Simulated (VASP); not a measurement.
Input:

```yaml
crystal:
  lattice:
    - [2.85122, 0.00000, 0.00000]
    - [0.00000, 2.85122, 0.00000]
    - [0.00000, 0.00000, 2.85122]
  atoms:
    - { symbol: Al, position: [0.50000, 0.50000, 0.50000] }
    - { symbol: Co, position: [0.00000, 0.00000, 0.00000] }
```

Method: PW91 GGA, VASP's PBE PAW potentials (set 64) (plane waves; VASP). Numerical set-up: 520 eV cut-off, Gaussian smearing of 0.050 eV, potentials Al Co.

Give the energies of bands 1 to 9 at the high-symmetry points, in eV from the Fermi level.

```json
[
 {"band": "1", "Γ": "-11.07", "X": "-6.79", "M": "-5.28", "R": "-3.97"},
 {"band": "2", "Γ": "-2.99", "X": "-6.63", "M": "-3.08", "R": "-3.97"},
 {"band": "3", "Γ": "-2.99", "X": "-2.40", "M": "-2.69", "R": "-3.97"},
 {"band": "4", "Γ": "-0.90", "X": "-1.77", "M": "-2.69", "R": "-0.24"},
 {"band": "5", "Γ": "-0.90", "X": "-1.77", "M": "-1.56", "R": "-0.24"},
 {"band": "6", "Γ": "-0.90", "X": "-0.78", "M": "-1.56", "R": "2.38"},
 {"band": "7", "Γ": "5.93", "X": "0.14", "M": "-0.28", "R": "2.38"},
 {"band": "8", "Γ": "5.93", "X": "8.39", "M": "2.39", "R": "2.38"},
 {"band": "9", "Γ": "5.93", "X": "10.57", "M": "3.41", "R": "4.07"}
]
```

It has no gap at this level: it comes out as a metal or semimetal.

The compound is CoAl in the CsCl type structure. It was relaxed first. The run is not spin-polarised, so no magnetic state was tried.
